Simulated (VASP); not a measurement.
BiB (rocksalt): gaps by functional in VASP

```
CELL_PARAMETERS angstrom
0.00000 2.62683 2.62683
2.62683 0.00000 2.62683
2.62683 2.62683 0.00000
ATOMIC_POSITIONS crystal
B 0.00000 0.00000 0.00000
Bi 0.50000 0.50000 0.50000
```

All runs share this cell. Band v is the last that the valence electrons fill when counted band by band, and c is the next. A negative gap between them is a band overlap, as in a metal.

```csv
level,gap (eV),least direct gap (eV),pressure (GPa)
PBE,-4.13,0.00,0.9
r²SCAN,-4.42,0.00,0.0
LDA,-4.16,0.00,-4.3
PBEsol,-4.18,0.00,-2.4
PBE with spin–orbit coupling,-3.78,0.00,–
```
